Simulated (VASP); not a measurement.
Al3Au: relaxation of cell and atoms with r2SCAN

Crystal: Al3Au.

```xyz
4
Lattice="-2.0253 2.0253 4.0566 2.0253 -2.0253 4.0566 2.0253 2.0253 -4.0566" Properties=species:S:1:pos:R:3 pbc="T T T"
Au    0.0000    0.0000    0.0000
Al    0.0000    0.0000    4.0566
Al    2.0253    0.0000    2.0283
Al    0.0000    2.0253    2.0283
```

The cell comes from a database or a generator and needn't be the stable form of this composition.

```
Program                : VASP 6.6.1
Task                   : relaxation of cell and atoms
Functional             : r2SCAN
Potentials or basis    : VASP PAW PBE potentials, release 64 (Au, Al)
Cutoff                 : 600 eV
k mesh                 : 9 × 9 × 9
Occupations            : methfessel-paxton, width 0.1 eV
Spin                   : no spin polarisation
Further INCAR settings : ALGO = Normal; EDIFF = 1e-07; IBRION = 2; EDIFFG = -0.005; NSW = 40; ISIF = 3
```

```yaml
Relaxed_volume: 16.13 Å³/atom
Relaxed_cell: a = 4.912 Å, b = 4.912 Å, c = 4.912 Å, α = 131.79°, β = 131.79°, γ = 70.56°
Space_group_after_relaxing_to_0.05_Å: I4/mmm (No. 139)
Energy_gained_by_relaxing: 5.4 meV/atom
Ionic_steps: 6
Pressure_after_relaxing: 0.0 GPa
Band_gap_on_the_k_mesh: none (metal or under the smearing width)
```

The path:
```csv
step,energy change (eV),largest force (eV/Å),pressure (GPa),volume (Å³)
1,0.0000,0.0000,-3.18,66.56
2,-0.0152,0.0000,1.93,63.43
3,-0.0214,0.0000,0.04,64.49
4,-0.0214,0.0000,-0.04,64.53
5,-0.0214,0.0000,-0.04,64.53
6,-0.0214,0.0000,-0.04,64.53
```

Final structure:
```
CELL_PARAMETERS angstrom
-2.00585 2.00585 4.00956
2.00585 -2.00585 4.00956
2.00585 2.00585 -4.00956
ATOMIC_POSITIONS crystal
Au 0.00000 0.00000 0.00000
Al 0.50000 0.50000 0.00000
Al 0.25000 0.75000 0.50000
Al 0.75000 0.25000 0.50000
```

Levels at points of the mesh, in eV from the Fermi level:
| k point | band 6 | band 7 | band 8 | band 9 | band 10 | band 11 | band 12 | band 13 | band 14 |
| --- | --- | --- | --- | --- | --- | --- | --- | --- | --- |
| (0.00, 0.00, 0.00) | -5.77 | -2.93 | -0.09 | -0.09 | 0.54 | 0.75 | 0.86 | 0.86 | 1.24 |

It took 16 min on 1 thread of Intel(R) Xeon(R) Platinum 8488C (Sapphire Rapids) (shared host), peak memory 0.35 GiB.

Caveat: the PAW data sets were made with another functional, which shifts forces and pressure a little. The run has no spin-orbit coupling, so splittings on Au are missing.
